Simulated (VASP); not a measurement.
Input of a VASP 6.6.1 run:

The input INCAR:

```
PREC     = Accurate       # precision mode
ENCUT    = 350            # plane-wave cutoff, eV
EDIFF    = 1E-5           # SCF threshold, eV
ISMEAR   = 0              # smearing method
SIGMA    = 0.03           # smearing width, eV
LREAL    = Auto         
LASPH    = T              # aspherical terms in the spheres
NELM     = 120            # most SCF steps
ALGO     = All            # electronic algorithm
ISIF     = 2              # what is computed and relaxed
LWAVE    = F              # write WAVECAR
LCHARG   = F              # write CHGCAR
ISPIN    = 2              # spin polarisation
MAGMOM   = 4 0 0 0 0 0 0 0 0 0 0 0 0 0 0 0 0 0 0 0 0 0 0 0 # initial moments
LORBIT   = 11             # projections on sites
LMAXMIX  = 4              # l up to which the mixer works
LDAU     = T              # DFT+U
LDAUTYPE = 2            
LDAUL    = 2 -1 -1        # shell
LDAUU    = 3.5 0 0        # U, eV
LDAUJ    = 0 0 0        
LDAUPRINT= 1            
GGA      = PS             # functional
NBANDS   = 130            # bands
ISYM     = 0
```

KPOINTS

```
Automatic mesh
0
Gamma
  2 2 2
```

Contents of POSCAR:

```
MnIn11As12
1.0
    0.0000000000      9.0870000000      9.0870000000
    6.0580000000      0.0000000000      6.0580000000
    6.0580000000      6.0580000000      0.0000000000
Mn In As
1 11 12
Direct
    0.0000000000      0.0000000000      0.0000000000
    0.0000000000      0.0000000000      0.5000000000
    0.0000000000      0.5000000000      0.0000000000
    0.0000000000      0.5000000000      0.5000000000
    0.3333330000      0.0000000000      0.0000000000
    0.3333330000      0.0000000000      0.5000000000
    0.3333330000      0.5000000000      0.0000000000
    0.3333330000      0.5000000000      0.5000000000
    0.6666670000      0.0000000000      0.0000000000
    0.6666670000      0.0000000000      0.5000000000
    0.6666670000      0.5000000000      0.0000000000
    0.6666670000      0.5000000000      0.5000000000
    0.0833333333      0.1250000000      0.1250000000
    0.0833333333      0.1250000000      0.6250000000
    0.0833333333      0.6250000000      0.1250000000
    0.0833333333      0.6250000000      0.6250000000
    0.4166663333      0.1250000000      0.1250000000
    0.4166663333      0.1250000000      0.6250000000
    0.4166663333      0.6250000000      0.1250000000
    0.4166663333      0.6250000000      0.6250000000
    0.7500003333      0.1250000000      0.1250000000
    0.7500003333      0.1250000000      0.6250000000
    0.7500003333      0.6250000000      0.1250000000
    0.7500003333      0.6250000000      0.6250000000
```

Potentials or basis: VASP PAW PBE potentials, release 64 (Mn_pv, In_d, As).

Launch:

```sh
$ cat potpaw_PBE.64/Mn_pv/POTCAR potpaw_PBE.64/In_d/POTCAR potpaw_PBE.64/As/POTCAR > POTCAR
$ mpirun -np 1 vasp_std > vasp.out
```

Q: Estimate the site moments.

A: Mn +4.43; In +0.01; As -0.06, -0.00, +0.00, +0.01, -0.02 μB.

Q: Predict the largest force.

A: 0.532 eV/Å.

Q: What does it give for the band gap on the k mesh?

A: None (metal or under the smearing width).

Q: Predict the pressure.

A: 0.3 GPa.

Eigenvalues of the final occupation matrices:
```tsv
site	spin	trace	eigenvalues
site 1 d	1	4.60	0.91 0.91 0.92 0.92 0.92
site 1 d	2	0.25	0.02 0.02 0.07 0.08 0.08
```

Caveat: the k mesh is coarse (spacing up to 0.45 Å⁻¹), so the values aren't converged; the PAW data sets were made with another functional, which shifts forces and pressure a little; only a ferromagnetic start was run, and an antiferromagnetic order may lie lower in energy; the U is typed as a test and isn't derived for this compound. The state reached can hang on the start; a lower one may exist.
